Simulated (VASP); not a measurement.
# AgRh (P-6m2) in VASP: further runs

One crystal, AgRh, is run at these levels: PBE+D3(BJ), PBEsol, LDA, PBE; tasks: relaxation of cell and atoms.

Program: VASP 6.6.1. These are calculated values, not measurements. Logs are shortened: lines on timing, memory, paths and dates and some standing lists are left out, and cuts for length are marked.

## Step 1: The crystal as given

The structure is hexagonal, space group P-6m2 (No. 187). The conventional cell has a = 2.778 Å, b = 2.778 Å, c = 4.809 Å, α = 90.00°, β = 90.00°, γ = 120.00°. Ag (site symmetry -6m2) has 6 Ag at 2.78 Å and 6 Rh at 2.89 Å as nearest neighbours. Around Rh (site symmetry -6m2) lie 6 Rh at 2.78 Å and 6 Ag at 2.89 Å.

The cell comes from a database or a generator and needn't be the stable form of this composition.

## Step 2: Relaxation of cell and atoms, PBE+D3(BJ)

Contents of INCAR:

```
SYSTEM = AgRh
PREC = Accurate
ENCUT = 600
EDIFF = 1E-6
ISMEAR = -1
SIGMA = 0.05
LREAL = .False.
LASPH = .True.
NELM = 100
ALGO = Normal
ISIF = 3
LWAVE = .False.
LCHARG = .False.
GGA = PE
IVDW = 12
IBRION = 2
NSW = 40
EDIFFG = -0.01
```

Contents of KPOINTS:

```
regular mesh
0
Gamma
  10 10 6
  0 0 0
```

Contents of POSCAR:

```
AgRh
1.0
    2.7775881998      0.0000000000      0.0000000000
   -1.3887940999      2.4054619423      0.0000000000
    0.0000000000      0.0000000000      4.8086020000
Ag Rh
1 1
Direct
    0.0000000000      0.0000000000      0.5000000000
    0.6666666667      0.3333333333      0.0000000000
```

Potentials or basis: VASP PAW PBE potentials, release 64 (Ag, Rh_pv).

Started as:

```
$ cat potpaw_PBE.64/Ag/POTCAR potpaw_PBE.64/Rh_pv/POTCAR > POTCAR
$ mpirun -np 1 vasp_std > vasp.out
```

OUTCAR:

```text
SYSTEM = AgRh
   PREC = Accurate
   ENCUT = 600
   EDIFF = 1E-6
   ISMEAR = -1
   LREAL = .False.
   LASPH = .True.
   NELM = 100
   ISIF = 3
   GGA = PE
   IVDW = 12
   IBRION = 2
   NSW = 40
   EDIFFG = -0.01
 IVDW          = 12

 ion  position               nearest neighbor table
   1  0.000  0.000  0.500-   2 2.89   2 2.89   2 2.89   2 2.89   2 2.89   2 2.89
   2  0.667  0.333  0.000-   1 2.89   1 2.89   1 2.89   1 2.89   1 2.89   1 2.89

  LATTYP: Found a hexagonal cell.
 ALAT       =     2.7775881998
 C/A-ratio  =     1.7312148721

  Lattice vectors:

 A1 = (   2.7775881998,   0.0000000000,   0.0000000000)
 A2 = (  -1.3887940999,   2.4054619423,   0.0000000000)
 A3 = (   0.0000000000,   0.0000000000,   4.8086020000)

Analysis of symmetry for initial positions (statically):
=====================================================================
 Subroutine PRICEL returns:
 Original cell was already a primitive cell.

 Routine SETGRP: Setting up the symmetry group for a
 hexagonal supercell.

 Subroutine GETGRP returns: Found 12 space group operations
 (whereof 12 operations were pure point group operations)
 out of a pool of 24 trial point group operations.

The static configuration has the point symmetry D_3h.

Analysis of symmetry for dynamics (positions and initial velocities):
=====================================================================
 Subroutine PRICEL returns:
 Original cell was already a primitive cell.

 Routine SETGRP: Setting up the symmetry group for a
 hexagonal supercell.

 Subroutine GETGRP returns: Found 12 space group operations
 (whereof 12 operations were pure point group operations)
 out of a pool of 24 trial point group operations.

The dynamic configuration has the point symmetry D_3h.

 Subroutine INISYM returns: Found 12 space group operations
 (whereof 12 operations are pure point group operations),
 and found     1 'primitive' translations

----------------------------------------------------------------------------------------

                                     Primitive cell

  volume of cell :      32.1281

  direct lattice vectors                    reciprocal lattice vectors
     2.777588200  0.000000000  0.000000000     0.360024571  0.207860283  0.000000000
    -1.388794100  2.405461942  0.000000000     0.000000000  0.415720566  0.000000000
     0.000000000  0.000000000  4.808602000     0.000000000  0.000000000  0.207960651

  length of vectors
     2.777588200  2.777588200  4.808602000     0.415720566  0.415720566  0.207960651

  position of ions in fractional coordinates (direct lattice)
     0.000000000  0.000000000  0.500000000
     0.666666667  0.333333333  0.000000000

  ion indices of the primitive-cell ions
   primitive index   ion index
                 1           1
                 2           2

----------------------------------------------------------------------------------------

 KPOINTS: regular mesh

Automatic generation of k-mesh.
 Grid dimensions read from file:
 generate k-points for:   10   10    6

 Generating k-lattice:

  Cartesian coordinates                     Fractional coordinates (reciprocal lattice)
     0.036002457  0.020786028  0.000000000     0.100000000  0.000000000  0.000000000
     0.000000000  0.041572057  0.000000000     0.000000000  0.100000000  0.000000000
     0.000000000  0.000000000  0.034660108     0.000000000  0.000000000  0.166666667

  Length of vectors
     0.041572057  0.041572057  0.034660108

  Shift w.r.t. Gamma in fractional coordinates (k-lattice)
     0.000000000  0.000000000  0.000000000

 Subroutine IBZKPT returns following result:
 ===========================================

 Found     56 irreducible k-points:

 Following reciprocal coordinates:
            Coordinates               Weight
  0.000000  0.000000  0.000000      1.000000
  0.100000  0.000000  0.000000      6.000000
  0.200000  0.000000  0.000000      6.000000
  0.300000  0.000000  0.000000      6.000000
  0.400000  0.000000  0.000000      6.000000
  0.500000  0.000000  0.000000      3.000000
[... 16 lines left out ...]
  0.300000  0.100000  0.166667     24.000000
  0.400000  0.100000  0.166667     24.000000
 [... further k-points ...]
   k-points           NKPTS =     56   k-points in BZ     NKDIM =     56   number of bands    NBANDS=     17
   number of dos      NEDOS =    301   number of ions     NIONS =      2
   total plane-waves  NPLWV =  23040
   dimension x,y,z NGX =    24 NGY =   24 NGZ =   40
   dimension x,y,z NGXF=    48 NGYF=   48 NGZF=   80
   ions per type =               1   1
   NGX,Y,Z   is equivalent  to a cutoff of  14.36, 14.36, 13.83 a.u.
   NGXF,Y,Z  is equivalent  to a cutoff of  28.73, 28.73, 27.66 a.u.
 SYSTEM =  AgRh
   PREC   = accura    normal or accurate (medium, high low for compatibility)
   ISTART =      0    job   : 0-new  1-cont  2-samecut
   ICHARG =      2    charge: 1-file 2-atom 10-const
   ISPIN  =      1    spin polarized calculation?
   LNONCOLLINEAR =      F non collinear calculations
   LSORBIT =      F    spin-orbit coupling
   LASPH  =      T    aspherical Exc in radial PAW
   ENCUT  =  600.0 eV  44.10 Ry    6.64 a.u.   5.55  5.55  9.60*2*pi/ulx,y,z
   NELM   =    100;   NELMIN=  2; NELMDL= -5     # of ELM steps
   EDIFF  = 0.1E-05   stopping-criterion for ELM
   LREAL  =      F    real-space projection
   EDIFFG = -.1E-01   stopping-criterion for IOM
   NSW    =     40    number of steps for IOM
   IBRION =      2    ionic relax: 0-MD 1-quasi-New 2-CG
   NFREE  =      1    steps in history (QN), initial steepest desc. (CG)
   ISIF   =      3    stress and relaxation
   ISYM   =      2    0-nonsym 1-usesym 2-fastsym
   POTIM  = 0.5000    time-step for ionic-motion
   TEBEG  =    0.0;   TEEND  =   0.0 temperature during run
   PSTRESS=    0.0 pullay stress
   NELECT =      26.0000    total number of electrons
   NUPDOWN=      -1.0000    fix difference up-down
   EMIN   =  10.00;   EMAX   =-10.00  energy-range for DOS
   EFERMI =   0.00;   METHOD = LEGACY
   ISMEAR =    -1;   SIGMA  =   0.05  broadening in eV -4-tet -1-fermi 0-gaus
   EFERMI_NEDOS =   21; number of points for ismear=-14 and -15
   IALGO  =     38    algorithm
   IMIX   =      4    mixing-type and parameters
     AMIX     =   0.40;   BMIX     =  1.00
     AMIX_MAG =   1.60;   BMIX_MAG =  1.00
  volume/ion in A,a.u.               =      16.06       108.41
  Fermi-wavevector in a.u.,A,eV,Ry     =   1.525589  2.882945 31.666497  2.327422
  Thomas-Fermi vector in A             =   2.633739
   LORBIT       =      0    0 simple, 1 ext, 2 COOP (PROOUT), +10 PAW based schemes
   GGA     = PE    functional components
   LHFCALC =     F    Hartree Fock is set to
   AEXX    =    0.0000 exact exchange contribution
   IVDW    =    12    specifies the selected vdW correction
   LEPSILON=     F    determine dielectric tensor
   LRPA    =     F    only Hartree local field effects (RPA)
 conjugate gradient relaxation of ions
 non-spin polarized calculation
  energy-cutoff  :      600.00
  volume of cell :       32.13
 maximum number of plane-waves:      1099
 NGX is ok and might be reduce to    24
   NGX = 11   NGY = 11   NGZ = 19

--------------------------------------- Ionic step        1  -------------------------------------------

 number of electron      26.0000002 magnetization

 Free energy of the ion-electron system (eV)
  ---------------------------------------------------
  ext. energy  EPLUGINS =         0.00000000
  ---------------------------------------------------
  free energy    TOTEN  =        -9.43215064 eV

  energy without entropy =       -9.40050972  energy(sigma->0) =       -9.41633018

------------------------ aborting loop because EDIFF is reached ----------------------------------------

 Edisp (eV)   -1.17395

 E8    (eV) :    -0.5193
[... 31 lines left out ...]
--------------------------------------- Ionic step        2  -------------------------------------------

 number of electron      26.0000003 magnetization

 E-fermi :  10.8529     XC(G=0): -13.5511

 val. band max:       10.8506545433   @ k =   0.1000   0.0000   0.5000
 cond. band min:      10.8570984621   @ k =   0.3000   0.1000   0.5000
 fundamental gap:      0.0064439187
 Fermi energy:        10.8528736220

 k-point     1 :       0.0000    0.0000    0.0000
  band No.  band energies     occupation
      1     -35.0384      2.00000
      2     -34.9393      2.00000
      3     -34.9393      2.00000
      4       2.7081      2.00000
      5       4.2248      2.00000
      6       5.9887      2.00000
[... 457 lines left out ...]
      4       4.1696      2.00000
      5       4.6713      2.00000
      6       5.7382      2.00000
[... 9 lines left out ...]
     16      19.1577      0.00000
     17      20.9296      0.00000

 [... further k-points ...]

------------------------ aborting loop because EDIFF is reached ----------------------------------------

 Edisp (eV)   -1.33292

 E8    (eV) :    -0.5907
[... 151 lines left out ...]
--------------------------------------- Ionic step        6  -------------------------------------------

 number of electron      26.0000000 magnetization

 Free energy of the ion-electron system (eV)
  ---------------------------------------------------
  ext. energy  EPLUGINS =         0.00000000
  ---------------------------------------------------
  free energy    TOTEN  =        -9.41040895 eV

  energy without entropy =       -9.37976803  energy(sigma->0) =       -9.39508849

 E-fermi :   9.7332     XC(G=0): -13.1285

 val. band max:        9.7305726416   @ k =   0.1000   0.0000   0.5000
 cond. band min:       9.7366355823   @ k =   0.3000   0.1000   0.5000
 fundamental gap:      0.0060629407
 Fermi energy:         9.7332255996

 k-point     1 :       0.0000    0.0000    0.0000
  band No.  band energies     occupation
      1     -36.0037      2.00000
      2     -35.9812      2.00000
      3     -35.9812      2.00000
      4       2.1215      2.00000
      5       3.6028      2.00000
      6       5.1881      2.00000
[... 457 lines left out ...]
      4       3.5779      2.00000
      5       4.0414      2.00000
      6       5.0110      2.00000
[... 9 lines left out ...]
     16      17.5451      0.00000
     17      19.3487      0.00000

 [... further k-points ...]

------------------------ aborting loop because EDIFF is reached ----------------------------------------

 Edisp (eV)   -1.24293

 E8    (eV) :    -0.5502
[... 25 lines left out ...]
  FREE ENERGIE OF THE ION-ELECTRON SYSTEM (eV)
  ---------------------------------------------------
  free  energy   TOTEN  =       -10.6533439153 eV

  energy  without entropy=      -10.6227029956  energy(sigma->0) =      -10.63802346

 reached required accuracy - stopping structural energy minimisation
```

It took 95 s on 1 thread of Intel Xeon Platinum 8375C at 2.90GHz (Ice Lake), shared host; peak memory 0.21 GiB.

What came out:

- Free energy: -10.6533 eV
- Relaxed volume: 15.20 Å³/atom
- Relaxed cell: a = 2.737 Å, b = 2.737 Å, c = 4.687 Å, α = 90.00°, β = 90.00°, γ = 120.00°
- Space group after relaxing (to 0.05 Å): P-6m2 (No. 187)
- Energy gained by relaxing: 23.6 meV/atom
- Ionic steps: 6
- Pressure after relaxing: 0.1 GPa
- Band gap on the k mesh: none (metal or under the smearing width)
- Dispersion energy per atom: -0.621 eV

Step by step:
```tsv
step	energy change (eV)	largest force (eV/Å)	pressure (GPa)	volume (Å³)
1	0.0000	0.0000	-8.24	32.13
2	0.0391	0.0000	14.70	28.44
3	-0.0461	0.0000	-0.10	30.47
4	-0.0461	0.0000	0.08	30.44
5	-0.0472	0.0000	0.08	30.41
6	-0.0472	0.0000	0.08	30.41
```

Final structure:
```
Ag Rh
1.0
     2.73713    0.00000    0.00000
    -1.36857    2.37043    0.00000
     0.00000    0.00000    4.68673
Ag Rh
1 1
Direct
  0.00000 0.00000 0.50000
  0.66667 0.33333 0.00000
```

Caveat: pairwise dispersion overbinds metals, which lowers pressure and volume.

## Step 3: Relaxation of cell and atoms, PBEsol

Contents of INCAR:

```
ALGO = Normal
EDIFF = 1E-7
EDIFFG = -0.005
ENCUT = 600
GGA = PS
IBRION = 2
ISIF = 3
ISMEAR = -1
LASPH = T
LCHARG = F
LREAL = F
LWAVE = F
NELM = 100
NSW = 60
PREC = Accurate
SIGMA = 0.05
```

Contents of KPOINTS:

```
k-points
0
Gamma
  10 10 6
```

POSCAR is that of step 2.

Potentials or basis: VASP PAW PBE potentials, release 64 (Ag, Rh_pv).

Started as:

```
$ cat potpaw_PBE.64/Ag/POTCAR potpaw_PBE.64/Rh_pv/POTCAR > POTCAR
$ mpirun -np 1 vasp_std > vasp.out
```

OUTCAR:

```text
EDIFF = 1E-7
   EDIFFG = -0.005
   ENCUT = 600
   GGA = PS
   IBRION = 2
   ISIF = 3
   ISMEAR = -1
   LASPH = T
   LREAL = F
   NELM = 100
   NSW = 60
   PREC = Accurate

 ion  position               nearest neighbor table
   1  0.000  0.000  0.500-   2 2.89   2 2.89   2 2.89   2 2.89   2 2.89   2 2.89
   2  0.667  0.333  0.000-   1 2.89   1 2.89   1 2.89   1 2.89   1 2.89   1 2.89

  LATTYP: Found a hexagonal cell.
 ALAT       =     2.7775881998
 C/A-ratio  =     1.7312148721

  Lattice vectors:

 A1 = (   2.7775881998,   0.0000000000,   0.0000000000)
 A2 = (  -1.3887940999,   2.4054619423,   0.0000000000)
 A3 = (   0.0000000000,   0.0000000000,   4.8086020000)

Analysis of symmetry for initial positions (statically):
=====================================================================
 Subroutine PRICEL returns:
 Original cell was already a primitive cell.

 Routine SETGRP: Setting up the symmetry group for a
 hexagonal supercell.

 Subroutine GETGRP returns: Found 12 space group operations
 (whereof 12 operations were pure point group operations)
 out of a pool of 24 trial point group operations.

The static configuration has the point symmetry D_3h.

Analysis of symmetry for dynamics (positions and initial velocities):
=====================================================================
 Subroutine PRICEL returns:
 Original cell was already a primitive cell.

 Routine SETGRP: Setting up the symmetry group for a
 hexagonal supercell.

 Subroutine GETGRP returns: Found 12 space group operations
 (whereof 12 operations were pure point group operations)
 out of a pool of 24 trial point group operations.

The dynamic configuration has the point symmetry D_3h.

 Subroutine INISYM returns: Found 12 space group operations
 (whereof 12 operations are pure point group operations),
 and found     1 'primitive' translations

[... 116 lines left out ...]
  Fermi-wavevector in a.u.,A,eV,Ry     =   1.525589  2.882945 31.666497  2.327422
  Thomas-Fermi vector in A             =   2.633739
   LORBIT       =      0    0 simple, 1 ext, 2 COOP (PROOUT), +10 PAW based schemes
   GGA     = PS    functional components
   LHFCALC =     F    Hartree Fock is set to
   AEXX    =    0.0000 exact exchange contribution
   IVDW    =     0    specifies the selected vdW correction
   LEPSILON=     F    determine dielectric tensor
   LRPA    =     F    only Hartree local field effects (RPA)
 conjugate gradient relaxation of ions
 non-spin polarized calculation
  energy-cutoff  :      600.00
  volume of cell :       32.13
 maximum number of plane-waves:      1099
 NGX is ok and might be reduce to    24
   NGX = 11   NGY = 11   NGZ = 19

--------------------------------------- Ionic step        1  -------------------------------------------

 number of electron      26.0000002 magnetization

 Free energy of the ion-electron system (eV)
  ---------------------------------------------------
  ext. energy  EPLUGINS =         0.00000000
  ---------------------------------------------------
  free energy    TOTEN  =       -10.80936934 eV

  energy without entropy =      -10.77719458  energy(sigma->0) =      -10.79328196

------------------------ aborting loop because EDIFF is reached ----------------------------------------

  FORCE on cell =-STRESS in cart. coord.  units (eV):
  Direction    XX          YY          ZZ          XY          YZ          ZX
  --------------------------------------------------------------------------------------
  -------------------------------------------------------------------------------------
  Total       -2.0921043     -2.0921043     -2.1166437     -0.0000000      0.0000000      0.0000000
  in kB     -104.3298873   -104.3298873   -105.5536258     -0.0000000      0.0000000      0.0000000
  external PRESSURE =    -104.7378002 kB  Pullay stress =       0.0000000 kB
[... 23 lines left out ...]
--------------------------------------- Ionic step        2  -------------------------------------------

 number of electron      26.0000001 magnetization

 E-fermi :  11.2789     XC(G=0): -13.9637

 val. band max:       11.2779257040   @ k =   0.1000   0.0000   0.5000
 cond. band min:      11.2804115936   @ k =   0.3000   0.1000   0.5000
 fundamental gap:      0.0024858897
 Fermi energy:        11.2789369041

 k-point     1 :       0.0000    0.0000    0.0000
  band No.  band energies     occupation
      1     -34.6647      2.00000
      2     -34.5124      2.00000
      3     -34.5124      2.00000
      4       2.7681      2.00000
      5       4.3636      2.00000
      6       6.2707      2.00000
[... 722 lines left out ...]
--------------------------------------- Ionic step        9  -------------------------------------------

 number of electron      26.0000000 magnetization

 Free energy of the ion-electron system (eV)
  ---------------------------------------------------
  ext. energy  EPLUGINS =         0.00000000
  ---------------------------------------------------
  free energy    TOTEN  =       -10.88306561 eV

  energy without entropy =      -10.85219418  energy(sigma->0) =      -10.86762989

 E-fermi :   9.7536     XC(G=0): -13.4023

 val. band max:        9.7534099024   @ k =   0.2000   0.0000   0.1667
 cond. band min:       9.7542585143   @ k =   0.3000   0.1000   0.5000
 fundamental gap:      0.0008486120
 Fermi energy:         9.7535813299

 k-point     1 :       0.0000    0.0000    0.0000
  band No.  band energies     occupation
      1     -35.9812      2.00000
      2     -35.9384      2.00000
      3     -35.9384      2.00000
      4       1.9698      2.00000
      5       3.5240      2.00000
      6       5.1888      2.00000
[... 500 lines left out ...]
  FREE ENERGIE OF THE ION-ELECTRON SYSTEM (eV)
  ---------------------------------------------------
  free  energy   TOTEN  =       -10.8830656087 eV

  energy  without entropy=      -10.8521941795  energy(sigma->0) =      -10.86762989

 reached required accuracy - stopping structural energy minimisation
```

Run time: 1.7 min. Hardware: 1 thread of Intel Xeon Platinum 8559C (Emerald Rapids), shared host; peak memory 0.2 GiB.

Results:

```
Free energy                            : -10.8831 eV
Relaxed volume                         : 15.02 Å³/atom
Relaxed cell                           : a = 2.725 Å, b = 2.725 Å, c = 4.671 Å, α = 90.00°, β = 90.00°, γ = 120.00°
Space group after relaxing (to 0.05 Å) : P-6m2 (No. 187)
Energy gained by relaxing              : 36.8 meV/atom
Ionic steps                            : 9
Pressure after relaxing                : 0.0 GPa
Band gap on the k mesh                 : none (metal or under the smearing width)
```

The path:
```csv
step,energy change (eV),largest force (eV/Å),pressure (GPa),volume (Å³)
1,0.0000,0.0000,-10.47,32.13
2,0.0862,0.0000,21.68,27.49
3,-0.0725,0.0000,-0.27,30.11
4,-0.0725,0.0000,-0.03,30.07
5,-0.0725,0.0000,0.23,30.03
6,-0.0736,0.0000,0.26,30.00
7,-0.0737,0.0000,0.27,30.00
8,-0.0736,0.0000,-0.37,30.10
9,-0.0737,0.0000,0.00,30.04
```

Final structure:
```yaml
crystal:
  lattice:
    - [2.72508, 0.00000, 0.00000]
    - [-1.36254, 2.35999, 0.00000]
    - [0.00000, 0.00000, 4.67088]
  atoms:
    - { symbol: Ag, position: [0.00000, 0.00000, 0.50000] }
    - { symbol: Rh, position: [0.66667, 0.33333, 0.00000] }
```

Caveat: the PAW data sets were made with another functional, which shifts forces and pressure a little.

(Part 1 of 2 ends here.)
